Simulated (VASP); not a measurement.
## PbO under strain

How do the gap and the pressure of PbO answer to a change of volume or shape? All runs use LDA. Left out of this account: 1 further run (self-consistent run: a reference on another mesh). The start is a cell from a database of measured crystal structures.

Calculated with VASP 6.6.1; LDA; plane waves and PAW (Pb_d, O).

Report form: the programs' logs are mostly left out.

The database entry behind the starting cell differs from later determinations by our own check (old inner coordinates, kX units), so it need not match the best structure at ambient conditions.

## 1. The structure

It takes space group Pbcm (No. 57, orthorhombic). Conventional cell: a = 5.876 Å, b = 5.476 Å, c = 4.743 Å, α = 90.00°, β = 90.00°, γ = 90.00°. Nearest to Pb lie 4 O at 2.17 to 2.50 Å. Nearest to O lie 4 Pb at 2.17 to 2.50 Å. Farther neighbours and most contacts between anions are not listed.

Structure file:

```cif
data_structure
_symmetry_space_group_name_H-M 'Pbcm'
_symmetry_Int_Tables_number 57
_cell_length_a 5.8760
_cell_length_b 5.4760
_cell_length_c 4.7430
_cell_angle_alpha 90.000
_cell_angle_beta 90.000
_cell_angle_gamma 90.000
_cell_volume 152.62
loop_
_atom_site_label
_atom_site_type_symbol
_atom_site_symmetry_multiplicity
_atom_site_Wyckoff_symbol
_atom_site_fract_x
_atom_site_fract_y
_atom_site_fract_z
_atom_site_occupancy
Pb1 Pb 4 d 0.23100 0.01400 0.25000 1
O1 O 4 d 0.86800 0.08200 0.25000 1
```

## 2. Bands, cell as listed

Levels along the symmetry lines show where the bands peak and cross; KPOINTS_OPT computes them in the converged potential. LDA, the lowest rung, knows the local density alone.

The input, INCAR:

```
SYSTEM = PbO
PREC = Accurate
ENCUT = 520
EDIFF = 1E-06
NELM = 100
ISMEAR = -1
SIGMA = 0.05
LREAL = .FALSE.
ALGO = Normal
GGA = CA
NBANDS = 61
LORBIT = 11
LWAVE = .FALSE.
LCHARG = .FALSE.
KPAR = 8
```

The input, POSCAR:

```
PbO
1.0
    5.8760000000      0.0000000000      0.0000000000
    0.0000000000      5.4760000000      0.0000000000
    0.0000000000      0.0000000000      4.7430000000
Pb O
4 4
Direct
    0.2310000000      0.0140000000      0.2500000000
    0.7690000000      0.9860000000      0.7500000000
    0.2310000000      0.4860000000      0.7500000000
    0.7690000000      0.5140000000      0.2500000000
    0.8680000000      0.0820000000      0.2500000000
    0.1320000000      0.9180000000      0.7500000000
    0.8680000000      0.4180000000      0.7500000000
    0.1320000000      0.5820000000      0.2500000000
```

The input, KPOINTS:

```
Automatic mesh
0
Gamma
4 5 5
0 0 0
```

The input, KPOINTS_OPT:

```
Line mode
12
Line-mode
Reciprocal
  0.00000000   0.00000000   0.00000000 GAMMA
  0.00000000   0.00000000  -0.50000000 X

  0.00000000   0.00000000  -0.50000000 X
  0.00000000  -0.50000000  -0.50000000 S

  0.00000000  -0.50000000  -0.50000000 S
  0.00000000  -0.50000000   0.00000000 Y

  0.00000000  -0.50000000   0.00000000 Y
  0.00000000   0.00000000   0.00000000 GAMMA

  0.00000000   0.00000000   0.00000000 GAMMA
 -0.50000000   0.00000000   0.00000000 Z

 -0.50000000   0.00000000   0.00000000 Z
 -0.50000000   0.00000000  -0.50000000 U

 -0.50000000   0.00000000  -0.50000000 U
 -0.50000000  -0.50000000  -0.50000000 R

 -0.50000000  -0.50000000  -0.50000000 R
 -0.50000000  -0.50000000   0.00000000 T

 -0.50000000  -0.50000000   0.00000000 T
 -0.50000000   0.00000000   0.00000000 Z

  0.00000000  -0.50000000   0.00000000 Y
 -0.50000000  -0.50000000   0.00000000 T

 -0.50000000   0.00000000  -0.50000000 U
  0.00000000   0.00000000  -0.50000000 X

  0.00000000  -0.50000000  -0.50000000 S
 -0.50000000  -0.50000000  -0.50000000 R
```

The projector-augmented-wave data sets are Pb_d and O (LDA family, release 64).

Launch:

```console
> mpirun -np 8 vasp_std
```

Wall time 62 s (8 MPI ranks of Intel Xeon 6975P-C (Granite Rapids), shared host); peak memory 3.8 GiB.

Spin-orbit coupling is off here; with elements this heavy it splits and shifts levels by tenths of an eV or more. At this level the cell is under a tension of 4.5 GPa, so at these settings it is away from equilibrium.

Numbers from this step:

```yaml
scf_cycles: 14
electrons: 80
bands: 61
irreducible_k_points: 27
symmetry_operations: 8
free_energy_toten: -48.22 eV
fermi_energy: 5.440 eV
pressure: -4.483 GPa
metallic: no
least_gap_on_mesh_and_path: 1.812 eV
least_direct_gap_on_mesh_and_path: 2.096 eV
valence_top_at_k: -0.5, -0.1364, 0
conduction_bottom_at_k: 0.5, 0.4, 0.4
least_direct_gap_at_k: 0.5, 0.4, 0.4
```

The electronic bands at the labelled points (eV, zero at the valence-band top; v1 is the highest filled band, c1 the lowest empty one):

```tsv
point	v4	v3	v2	v1	c1	c2	c3	c4
Γ	-1.41	-1.04	-0.37	-0.02	3.50	4.01	4.32	4.68
0.45 of the way	-1.25	-0.72	-0.44	-0.07	3.63	4.18	4.32	4.56
X	-0.72	-0.72	-0.17	-0.17	4.11	4.11	4.65	4.65
0.55 of the way	-0.74	-0.74	-0.36	-0.36	3.48	3.48	3.68	3.68
S	-0.64	-0.64	-0.64	-0.64	3.17	3.17	3.17	3.17
0.55 of the way	-0.72	-0.72	-0.29	-0.29	3.34	3.34	3.70	3.70
Y	-0.76	-0.76	-0.10	-0.10	3.63	3.63	4.68	4.68
0.55 of the way	-1.17	-1.15	-0.15	-0.04	3.62	4.02	4.27	4.41
Γ	-1.41	-1.04	-0.37	-0.02	3.50	4.01	4.32	4.68
0.45 of the way	-1.22	-1.06	-0.22	-0.08	2.77	3.70	3.84	5.19
Z	-1.09	-0.67	-0.56	-0.01	2.71	2.90	3.30	5.05
0.45 of the way	-0.59	-0.58	-0.40	-0.22	3.06	3.14	3.18	4.32
U	-0.51	-0.51	-0.41	-0.41	3.22	3.22	3.37	3.37
0.45 of the way	-0.50	-0.50	-0.44	-0.44	2.41	2.41	3.15	3.15
R	-0.55	-0.55	-0.55	-0.55	2.39	2.39	2.39	2.39
0.55 of the way	-0.68	-0.68	-0.36	-0.36	2.25	2.25	3.22	3.22
T	-0.55	-0.55	-0.43	-0.43	3.07	3.07	3.80	3.80
0.45 of the way	-0.87	-0.81	-0.45	-0.08	2.26	3.26	3.53	4.61
Z	-1.09	-0.67	-0.56	-0.01	2.71	2.90	3.30	5.05
jump to Y	-0.76	-0.76	-0.10	-0.10	3.63	3.63	4.68	4.68
0.55 of the way	-0.65	-0.65	-0.17	-0.17	3.30	3.30	4.15	4.15
T	-0.55	-0.55	-0.43	-0.43	3.07	3.07	3.80	3.80
jump to U	-0.51	-0.51	-0.41	-0.41	3.22	3.22	3.37	3.37
0.45 of the way	-0.70	-0.70	-0.18	-0.18	3.46	3.46	3.83	3.83
X	-0.72	-0.72	-0.17	-0.17	4.11	4.11	4.65	4.65
jump to S	-0.64	-0.64	-0.64	-0.64	3.17	3.17	3.17	3.17
```

Of the projections kept (Pb, O), the largest for each band there; the rest of the weight can lie on other orbitals:

```tsv
point	v4	v3	v2	v1	c1	c2	c3	c4
Γ	O 0.61	O 0.93	O 0.79	O 0.72	O 0.52	O 0.58	Pb 0.51	Pb 0.63
X	O 0.79	O 0.79	O 0.75	O 0.75	Pb 0.57	Pb 0.57	Pb 0.75	Pb 0.75
S	O 0.79	O 0.79	O 0.79	O 0.79	Pb 0.62	Pb 0.62	Pb 0.62	Pb 0.62
Y	O 0.78	O 0.78	O 0.69	O 0.69	Pb 0.85	Pb 0.85	Pb 0.60	Pb 0.60
Γ	O 0.61	O 0.93	O 0.79	O 0.72	O 0.52	O 0.58	Pb 0.51	Pb 0.63
Z	O 0.92	O 0.56	O 0.74	O 0.75	Pb 0.53	Pb 0.70	Pb 0.62	Pb 0.83
```

Force by atom:

```tsv
atom	x (eV/Å)	y (eV/Å)	z (eV/Å)	size
Pb1	-0.20	-1.03	0.00	1.05
Pb2	0.20	1.03	0.00	1.05
Pb3	-0.20	1.03	0.00	1.05
Pb4	0.20	-1.03	0.00	1.05
O5	-0.59	0.37	0.00	0.70
O6	0.59	-0.37	0.00	0.70
O7	-0.59	-0.37	0.00	0.70
O8	0.59	0.37	0.00	0.70
```

The gap is 1.81 eV, indirect.

## 3. Bands, volume times 1.04

The cell is expanded evenly, with fractional positions held.

INCAR is that of step 2.

Edit POSCAR of step 2 so:

```diff
@@ -2,5 +2,5 @@
 1.0
-    5.8760000000      0.0000000000      0.0000000000
-    0.0000000000      5.4760000000      0.0000000000
-    0.0000000000      0.0000000000      4.7430000000
+    5.9533246568      0.0000000000      0.0000000000
+    0.0000000000      5.5480608953      0.0000000000
+    0.0000000000      0.0000000000      4.8054150523
 Pb O
```

KPOINTS is that of step 2.

KPOINTS_OPT is that of step 2.

Launch:

```console
> mpirun -np 8 vasp_std
```

Wall time 63 s (8 MPI ranks); peak memory 3.9 GiB.

Numbers from this step:

```yaml
free_energy_toten: -48.00 eV
fermi_energy: 5.012 eV
pressure: -7.268 GPa
least_gap_on_mesh_and_path: 1.754 eV
least_direct_gap_on_mesh_and_path: 2.012 eV
```

Electronic bands along the path, in eV, zero at the valence-band top; v1 is the highest filled band, c1 the lowest empty one:

```tsv
point	v4	v3	v2	v1	c1	c2	c3	c4
Γ	-1.37	-0.92	-0.34	-0.04	3.41	3.87	4.22	4.55
0.55 of the way	-0.99	-0.78	-0.29	-0.11	3.59	4.05	4.30	4.34
X	-0.68	-0.68	-0.16	-0.16	4.01	4.01	4.47	4.47
0.45 of the way	-0.68	-0.68	-0.28	-0.28	3.50	3.50	3.74	3.74
S	-0.59	-0.59	-0.59	-0.59	3.05	3.05	3.05	3.05
0.45 of the way	-0.66	-0.66	-0.30	-0.30	3.03	3.03	3.56	3.56
Y	-0.72	-0.72	-0.12	-0.12	3.51	3.51	4.56	4.56
0.45 of the way	-1.08	-1.02	-0.09	-0.09	3.54	3.75	4.22	4.35
Γ	-1.37	-0.92	-0.34	-0.04	3.41	3.87	4.22	4.55
0.45 of the way	-1.21	-0.94	-0.20	-0.09	2.70	3.63	3.74	5.00
Z	-0.97	-0.71	-0.52	-0.01	2.66	2.81	3.25	4.89
0.55 of the way	-0.56	-0.54	-0.30	-0.24	3.00	3.11	3.16	3.94
U	-0.51	-0.51	-0.37	-0.37	3.15	3.15	3.22	3.22
0.55 of the way	-0.51	-0.51	-0.41	-0.41	2.21	2.21	2.92	2.92
R	-0.51	-0.51	-0.51	-0.51	2.29	2.29	2.29	2.29
0.45 of the way	-0.70	-0.70	-0.28	-0.28	1.97	1.97	3.05	3.05
T	-0.51	-0.51	-0.43	-0.43	2.93	2.93	3.68	3.68
0.45 of the way	-0.83	-0.81	-0.44	-0.06	2.19	3.15	3.47	4.47
Z	-0.97	-0.71	-0.52	-0.01	2.66	2.81	3.25	4.89
jump to Y	-0.72	-0.72	-0.12	-0.12	3.51	3.51	4.56	4.56
0.45 of the way	-0.63	-0.63	-0.16	-0.16	3.26	3.26	4.14	4.14
T	-0.51	-0.51	-0.43	-0.43	2.93	2.93	3.68	3.68
jump to U	-0.51	-0.51	-0.37	-0.37	3.15	3.15	3.22	3.22
0.55 of the way	-0.67	-0.67	-0.16	-0.16	3.47	3.47	3.87	3.87
X	-0.68	-0.68	-0.16	-0.16	4.01	4.01	4.47	4.47
jump to S	-0.59	-0.59	-0.59	-0.59	3.05	3.05	3.05	3.05
```

Of the projections kept (Pb, O), the largest for each band there; the rest of the weight can lie on other orbitals:

```tsv
point	v4	v3	v2	v1	c1	c2	c3	c4
Γ	O 0.66	O 0.93	O 0.82	O 0.73	O 0.52	O 0.57	Pb 0.51	Pb 0.61
X	O 0.80	O 0.80	O 0.78	O 0.78	Pb 0.56	Pb 0.56	Pb 0.74	Pb 0.74
S	O 0.82	O 0.82	O 0.82	O 0.82	Pb 0.61	Pb 0.61	Pb 0.61	Pb 0.61
Y	O 0.78	O 0.78	O 0.72	O 0.72	Pb 0.84	Pb 0.84	Pb 0.60	Pb 0.60
Γ	O 0.66	O 0.93	O 0.82	O 0.73	O 0.52	O 0.57	Pb 0.51	Pb 0.61
Z	O 0.92	O 0.59	O 0.75	O 0.77	Pb 0.52	Pb 0.70	Pb 0.61	Pb 0.83
```

Force by atom:

```tsv
atom	x (eV/Å)	y (eV/Å)	z (eV/Å)	size
Pb1	-0.70	-1.12	0.00	1.32
Pb2	0.70	1.12	0.00	1.32
Pb3	-0.70	1.12	0.00	1.32
Pb4	0.70	-1.12	0.00	1.32
O5	-0.41	0.34	0.00	0.54
O6	0.41	-0.34	0.00	0.54
O7	-0.41	-0.34	0.00	0.54
O8	0.41	0.34	0.00	0.54
```

The gap is 1.75 eV, indirect. That is -0.06 eV from the cell as listed. The pressure is -7.27 GPa.

## 4. Bands, volume times 1.08

INCAR is that of step 3.

Edit POSCAR of step 3 so:

```diff
@@ -2,5 +2,5 @@
 1.0
-    5.9533246568      0.0000000000      0.0000000000
-    0.0000000000      5.5480608953      0.0000000000
-    0.0000000000      0.0000000000      4.8054150523
+    6.0286911976      0.0000000000      0.0000000000
+    0.0000000000      5.6182969704      0.0000000000
+    0.0000000000      0.0000000000      4.8662495491
 Pb O
```

KPOINTS is that of step 3.

KPOINTS_OPT is that of step 3.

Launch:

```console
> mpirun -np 8 vasp_std
```

Wall time 65 s (8 MPI ranks); peak memory 4 GiB.

This step gave:

```
SCF cycles                        : 15
free energy (TOTEN)               : -47.69 eV
Fermi energy                      : 4.622 eV
pressure                          : -9.450 GPa
least gap on mesh and path        : 1.695 eV
least direct gap on mesh and path : 1.929 eV
valence top at k                  : -0.5, -0.1818, 0
```

Electronic bands along the path, in eV, zero at the valence-band top; v1 is the highest filled band, c1 the lowest empty one:

```tsv
point	v4	v3	v2	v1	c1	c2	c3	c4
Γ	-1.30	-0.82	-0.31	-0.07	3.32	3.73	4.12	4.41
0.55 of the way	-0.94	-0.72	-0.24	-0.14	3.50	3.93	4.17	4.22
X	-0.64	-0.64	-0.16	-0.16	3.91	3.91	4.30	4.30
0.55 of the way	-0.66	-0.66	-0.30	-0.30	3.27	3.27	3.41	3.41
S	-0.54	-0.54	-0.54	-0.54	2.94	2.94	2.94	2.94
0.45 of the way	-0.61	-0.61	-0.30	-0.30	2.93	2.93	3.44	3.44
Y	-0.69	-0.69	-0.13	-0.13	3.39	3.39	4.45	4.45
0.55 of the way	-1.06	-0.93	-0.12	-0.10	3.40	3.74	4.04	4.21
Γ	-1.30	-0.82	-0.31	-0.07	3.32	3.73	4.12	4.41
0.45 of the way	-1.16	-0.84	-0.19	-0.10	2.63	3.56	3.63	4.82
Z	-0.87	-0.74	-0.48	-0.01	2.61	2.71	3.20	4.74
0.45 of the way	-0.66	-0.50	-0.29	-0.22	2.92	2.95	2.97	4.08
U	-0.52	-0.52	-0.33	-0.33	3.07	3.07	3.07	3.07
0.55 of the way	-0.51	-0.51	-0.38	-0.38	2.14	2.14	2.78	2.78
R	-0.48	-0.48	-0.48	-0.48	2.19	2.19	2.19	2.19
0.45 of the way	-0.67	-0.67	-0.29	-0.29	1.92	1.92	2.91	2.91
T	-0.48	-0.48	-0.42	-0.42	2.80	2.80	3.57	3.57
0.55 of the way	-0.86	-0.82	-0.44	-0.01	2.16	2.95	3.34	4.56
Z	-0.87	-0.74	-0.48	-0.01	2.61	2.71	3.20	4.74
jump to Y	-0.69	-0.69	-0.13	-0.13	3.39	3.39	4.45	4.45
0.45 of the way	-0.60	-0.60	-0.18	-0.18	3.14	3.14	4.00	4.00
T	-0.48	-0.48	-0.42	-0.42	2.80	2.80	3.57	3.57
jump to U	-0.52	-0.52	-0.33	-0.33	3.07	3.07	3.07	3.07
0.55 of the way	-0.64	-0.64	-0.16	-0.16	3.38	3.38	3.73	3.73
X	-0.64	-0.64	-0.16	-0.16	3.91	3.91	4.30	4.30
jump to S	-0.54	-0.54	-0.54	-0.54	2.94	2.94	2.94	2.94
```

Of the projections kept (Pb, O), the largest for each band there; the rest of the weight can lie on other orbitals:

```tsv
point	v4	v3	v2	v1	c1	c2	c3	c4
Γ	O 0.81	O 0.93	O 0.84	O 0.74	O 0.53	O 0.56	Pb 0.50	Pb 0.60
X	O 0.81	O 0.81	O 0.81	O 0.81	Pb 0.56	Pb 0.56	Pb 0.73	Pb 0.73
S	O 0.84	O 0.84	O 0.84	O 0.84	Pb 0.61	Pb 0.61	Pb 0.61	Pb 0.61
Y	O 0.78	O 0.78	O 0.76	O 0.76	Pb 0.84	Pb 0.84	Pb 0.60	Pb 0.60
Γ	O 0.81	O 0.93	O 0.84	O 0.74	O 0.53	O 0.56	Pb 0.50	Pb 0.60
Z	O 0.92	O 0.62	O 0.75	O 0.79	Pb 0.52	Pb 0.70	Pb 0.61	Pb 0.83
```

Force by atom:

```tsv
atom	x (eV/Å)	y (eV/Å)	z (eV/Å)	size
Pb1	-1.13	-1.19	0.00	1.64
Pb2	1.13	1.19	0.00	1.64
Pb3	-1.13	1.19	0.00	1.64
Pb4	1.13	-1.19	0.00	1.64
O5	-0.25	0.32	0.00	0.41
O6	0.25	-0.32	0.00	0.41
O7	-0.25	-0.32	0.00	0.41
O8	0.25	0.32	0.00	0.41
```

The gap is 1.70 eV, indirect. That is -0.12 eV from the cell as listed. The pressure is -9.45 GPa.

## 5. Bands, sheared, principal strains -1.6, -0.2, +1.9 %

The cell is sheared at fixed volume, which lowers its symmetry.

INCAR is that of step 4.

Edit POSCAR of step 4 so:

```diff
@@ -2,5 +2,5 @@
 1.0
-    6.0286911976      0.0000000000      0.0000000000
-    0.0000000000      5.6182969704      0.0000000000
-    0.0000000000      0.0000000000      4.8662495491
+    5.8698480000      0.0665060000     -0.0242710000
+    0.0619790000      5.5375250000      0.0382370000
+   -0.0195910000      0.0331190000      4.6961260000
 Pb O
```

KPOINTS is that of step 4.

The input, KPOINTS_OPT:

```
Line mode
12
Line-mode
Reciprocal
  0.00000000   0.00000000  -0.50000000 X
  0.00000000   0.00000000   0.00000000 GAMMA

  0.00000000   0.00000000   0.00000000 GAMMA
  0.50000000   0.00000000   0.00000000 Y

  0.50000000   0.00000000  -0.50000000 L
  0.00000000   0.00000000   0.00000000 GAMMA

  0.00000000   0.00000000   0.00000000 GAMMA
 -0.50000000  -0.50000000   0.00000000 Z

 -0.50000000  -0.50000000  -0.50000000 N
  0.00000000   0.00000000   0.00000000 GAMMA

  0.00000000   0.00000000   0.00000000 GAMMA
  0.00000000  -0.50000000   0.00000000 M

  0.00000000  -0.50000000  -0.50000000 R
  0.00000000   0.00000000   0.00000000 GAMMA
```

Launch:

```console
> mpirun -np 8 vasp_std
```

Elapsed: 54 s, on 8 MPI ranks; peak memory 5.4 GiB; 7.1 min of CPU time.

The path and its labels are those of the sheared lattice, so a letter need not mean the same point as in the unstrained cell.

This step gave:

```yaml
irreducible_k_points: 51
symmetry_operations: 2
free_energy_toten: -48.18 eV
fermi_energy: 5.449 eV
pressure: -4.224 GPa
least_gap_on_mesh_and_path: 1.758 eV
least_direct_gap_on_mesh_and_path: 2.007 eV
valence_top_at_k: 0.5, 0, 0
conduction_bottom_at_k: 0.5, -0.4, 0.4
least_direct_gap_at_k: 0.5, -0.4, 0.4
```

The electronic bands at the labelled points (eV, zero at the valence-band top; v1 is the highest filled band, c1 the lowest empty one):

```tsv
point	v4	v3	v2	v1	c1	c2	c3	c4
X	-0.72	-0.70	-0.21	-0.13	4.01	4.05	4.58	4.62
0.55 of the way	-1.26	-0.70	-0.46	-0.09	3.53	4.19	4.30	4.57
Γ	-1.39	-1.11	-0.35	-0.04	3.40	3.98	4.39	4.55
0.55 of the way	-1.15	-1.13	-0.19	-0.12	2.56	3.58	3.68	5.23
Y	-1.15	-0.72	-0.59	0.00	2.58	2.88	3.38	4.96
jump to L	-0.52	-0.48	-0.45	-0.39	3.12	3.13	3.38	3.40
0.45 of the way	-0.86	-0.57	-0.41	-0.17	3.07	3.52	3.77	4.18
Γ	-1.39	-1.11	-0.35	-0.04	3.40	3.98	4.39	4.55
0.45 of the way	-1.13	-1.03	-0.15	-0.04	2.68	3.69	3.94	4.55
Z	-0.61	-0.51	-0.48	-0.43	2.90	3.03	3.75	3.79
jump to N	-0.62	-0.60	-0.55	-0.48	2.30	2.32	2.41	2.44
0.55 of the way	-1.06	-0.56	-0.41	-0.15	2.89	3.23	3.40	4.37
Γ	-1.39	-1.11	-0.35	-0.04	3.40	3.98	4.39	4.55
0.55 of the way	-1.12	-1.06	-0.11	-0.06	3.54	3.73	4.32	4.54
M	-0.78	-0.76	-0.11	-0.09	3.45	3.51	4.73	4.81
jump to R	-0.70	-0.64	-0.62	-0.62	3.11	3.11	3.18	3.18
0.45 of the way	-0.99	-0.51	-0.49	-0.19	3.35	3.51	3.96	3.99
Γ	-1.39	-1.11	-0.35	-0.04	3.40	3.98	4.39	4.55
```

Of the projections kept (Pb, O), the largest for each band there; the rest of the weight can lie on other orbitals:

```tsv
point	v4	v3	v2	v1	c1	c2	c3	c4
X	O 0.79	O 0.79	O 0.76	O 0.76	Pb 0.56	Pb 0.57	Pb 0.76	Pb 0.75
Γ	O 0.65	O 0.92	O 0.78	O 0.72	O 0.52	O 0.56	Pb 0.53	Pb 0.61
Y	O 0.91	O 0.55	O 0.74	O 0.75	Pb 0.53	Pb 0.70	Pb 0.63	Pb 0.83
L	O 0.65	O 0.65	O 0.74	O 0.76	Pb 0.62	Pb 0.60	Pb 0.77	Pb 0.77
Γ	O 0.65	O 0.92	O 0.78	O 0.72	O 0.52	O 0.56	Pb 0.53	Pb 0.61
Z	O 0.71	O 0.73	O 0.73	O 0.74	Pb 0.82	Pb 0.83	Pb 0.71	Pb 0.73
```

Force by atom:

```tsv
atom	x (eV/Å)	y (eV/Å)	z (eV/Å)	size
Pb1	-0.14	-1.09	0.02	1.10
Pb2	0.14	1.09	-0.02	1.10
Pb3	-0.16	0.99	0.02	1.00
Pb4	0.16	-0.99	-0.02	1.00
O5	-0.66	0.48	0.00	0.82
O6	0.66	-0.48	0.00	0.82
O7	-0.51	-0.35	-0.05	0.62
O8	0.51	0.35	0.05	0.62
```

The gap is 1.76 eV, indirect. The path differs from that of the listed cell and a band edge lies off the zone's corner points, so the two gaps may rest on unlike samples; on the common mesh the gap moves by -0.06 eV. The pressure is -4.22 GPa, and the symmetry operations fall from 8 to 2.

(Continued in part 2 of 2.)

[Lines on the potential files, build, host, timing and source positions are cut from VASP's logs without a mark.]

[Logs are printed without paths, hosts, clocks, repeated set-up lines and the standing remarks that a program may print on its own settings, such as how far it seeks lower states.]

[Hosts, paths, dates, database ids (printed as entryN), source tags and the programs' standing remarks are cut or masked in the printed files.]

[A measured line is paired with the nearest computed mode of its activity, which favours agreement.]
